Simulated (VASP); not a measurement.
VASP ran on this input.

INCAR:
```
! general
SYSTEM   =  CeBe2
PREC     =  Accurate
ENCUT    =  300
LREAL    =  .FALSE.
LASPH    =  .TRUE.

! electronic loop
EDIFF    =  1E-6
NELM     =  100
ALGO     =  Normal
LMAXMIX  =  6

! smearing
ISMEAR   =  -1
SIGMA    =  0.1

! functional
GGA      =  PE

! spin
ISPIN    =  2
MAGMOM   =  0.0 0.0 0.0 0.0 1.0 1.0

! ions
ISIF     =  2

! output
LWAVE    =  .FALSE.
LCHARG   =  .FALSE.
LORBIT   =  11
```

KPOINTS:
```
Automatic mesh
0
G
5 5 5
```

File POSCAR:
```
CeBe2
1
    0.0000000000     3.6889590000     3.6889590000
    3.6889590000     0.0000000000     3.6889590000
    3.6889590000     3.6889590000     0.0000000000
Be Ce
4 2
Direct
  0.1250000000   0.1250000000   0.1250000000
  0.6250000000   0.1250000000   0.1250000000
  0.1250000000   0.6250000000   0.1250000000
  0.1250000000   0.1250000000   0.6250000000
  0.7500000000   0.7500000000   0.7500000000
  0.5000000000   0.5000000000   0.5000000000
```

POTCAR, in this order: Be Ce (PBE.64 set). Program: vasp_std.

Question: Write an equivalent input for Ansatz.

Answer: One equivalent input (not run):
Ansatz 0.2 input:
```yaml
crystal:
  lattice:
    - [0.0000000, 3.6889590, 3.6889590]
    - [3.6889590, 0.0000000, 3.6889590]
    - [3.6889590, 3.6889590, 0.0000000]
  atoms:
    - { symbol: Be, position: [0.1250000, 0.1250000, 0.1250000] }
    - { symbol: Be, position: [0.6250000, 0.1250000, 0.1250000] }
    - { symbol: Be, position: [0.1250000, 0.6250000, 0.1250000] }
    - { symbol: Be, position: [0.1250000, 0.1250000, 0.6250000] }
    - { symbol: Ce, position: [0.7500000, 0.7500000, 0.7500000], spin: 1 }
    - { symbol: Ce, position: [0.5000000, 0.5000000, 0.5000000], spin: 1 }
kpoints:
  mp_grid: { grid: [5, 5, 5] }
hamiltonian:
  xc: pbe
  pseudopotentials: { kind: paw }
magnetization: { spin_polarized: true }
scf:
  occupations: { method: fermi_dirac, width: 0.1 }
  max_iter: 100
output: { forces: true, stress: true, eigenvalues: true }
```
Limits of the translation: each code has its own PAW files, so the cut-off isn't converted (ENCUT is set for VASP's; basis.ecutwfc is left out, and Ansatz then takes the one that its files recommend); Ansatz stops its SCF on the density residual and VASP on the energy change (EDIFF).

The structure was generated: CeBe2 was put into an ordered model structure, which need not be its known phase. The cell was not relaxed at this level, and its volume differs by -5.9 % from the start's.
